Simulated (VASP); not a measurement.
Pt:

```
CELL_PARAMETERS angstrom
0.00000 1.96090 1.96090
1.96090 0.00000 1.96090
1.96090 1.96090 0.00000
ATOMIC_POSITIONS crystal
Pt 0.00000 0.00000 0.00000
```

| Item | Value |
| --- | --- |
| Program | VASP 6.6.1 |
| Task | relaxation of cell and atoms |
| Functional | PBE |
| Potentials or basis | VASP PAW PBE potentials, release 64 (Pt) |
| Cutoff | 520 eV |
| k mesh | 12 × 12 × 12 |
| Occupations | gaussian, width 0.1 eV |
| Spin | no spin polarisation |

At the start: pressure 9.7 GPa; volume 15.08 Å³/atom.

Question: How do energy, volume and symmetry change on relaxing?

Answer: Over 17 steps the energy falls by 15.8 meV/atom and the volume is 15.62 Å³/atom (+3.6 %); space group Fm-3m (No. 225, to 0.05 Å).

Step by step:
```csv
step,energy change (eV),largest force (eV/Å),pressure (GPa),volume (Å³)
1,0.0000,0.0000,9.71,15.08
2,0.0804,0.0000,-17.96,17.16
3,-0.0158,0.0000,-0.30,15.64
4,-0.0158,0.0000,-0.02,15.62
5,-0.0158,0.0000,0.16,15.61
6,-0.0158,0.0000,0.16,15.61
7,-0.0158,0.0000,0.13,15.61
8,-0.0158,0.0000,0.13,15.61
9,-0.0158,0.0000,0.13,15.61
10,-0.0158,0.0000,0.13,15.61
11,-0.0158,0.0000,0.13,15.61
12,-0.0158,0.0000,0.12,15.62
13,-0.0158,0.0000,0.10,15.62
14,-0.0158,0.0000,0.08,15.62
15,-0.0158,0.0000,0.03,15.62
16,-0.0158,0.0000,-0.07,15.63
17,-0.0158,0.0000,0.00,15.62
```

Final structure:
```cif
data_structure
_symmetry_space_group_name_H-M 'P 1'
_symmetry_Int_Tables_number 1
_cell_length_a 2.8060
_cell_length_b 2.8060
_cell_length_c 2.8060
_cell_angle_alpha 60.000
_cell_angle_beta 60.000
_cell_angle_gamma 60.000
_cell_volume 15.62
loop_
_atom_site_label
_atom_site_type_symbol
_atom_site_fract_x
_atom_site_fract_y
_atom_site_fract_z
_atom_site_occupancy
Pt1 Pt 0.00000 0.00000 0.00000 1
```
